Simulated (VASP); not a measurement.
Data:

```yaml
crystal:
  lattice:
    - [0.00000, 4.42593, 5.51316]
    - [3.29112, 0.00000, 5.51316]
    - [3.29112, 4.42593, 0.00000]
  atoms:
    - { symbol: Si, position: [0.62685, 0.37315, 0.62685] }
    - { symbol: Si, position: [0.37315, 0.62685, 0.37315] }
    - { symbol: Si, position: [0.62315, 0.87685, 0.62315] }
    - { symbol: Si, position: [0.87685, 0.62315, 0.87685] }
    - { symbol: Ba, position: [0.00000, 0.00000, 0.00000] }
    - { symbol: Ba, position: [0.25000, 0.25000, 0.25000] }
```

All values below come from PBEsol GGA, VASP's PBE PAW potentials (set 64) (plane waves; VASP 6.6.1). Numerical set-up: 400 eV cut-off, 7×7×7 Γ-centred mesh, tetrahedra with Blöchl corrections, potentials Si Ba_sv.

The cores are frozen, which limits the accuracy of field gradients.

Task: Give the principal components of the electric field gradient (V/Å²) and the asymmetry η at each nucleus.

Result: 
```json
[
 {"atom": "Si1", "Vxx": "74.6", "Vyy": "1.1", "Vzz": "-75.7", "η": "0.97"},
 {"atom": "Si2", "Vxx": "74.6", "Vyy": "1.1", "Vzz": "-75.7", "η": "0.97"},
 {"atom": "Si3", "Vxx": "74.6", "Vyy": "1.1", "Vzz": "-75.7", "η": "0.97"},
 {"atom": "Si4", "Vxx": "74.6", "Vyy": "1.1", "Vzz": "-75.7", "η": "0.97"},
 {"atom": "Ba5", "Vxx": "32.2", "Vyy": "25.8", "Vzz": "-58.0", "η": "0.11"},
 {"atom": "Ba6", "Vxx": "32.2", "Vyy": "25.8", "Vzz": "-58.0", "η": "0.11"}
]
```

The structure was generated: BaSi2 was put into the C54 type (Fddd), which need not be its known phase. It was relaxed first.
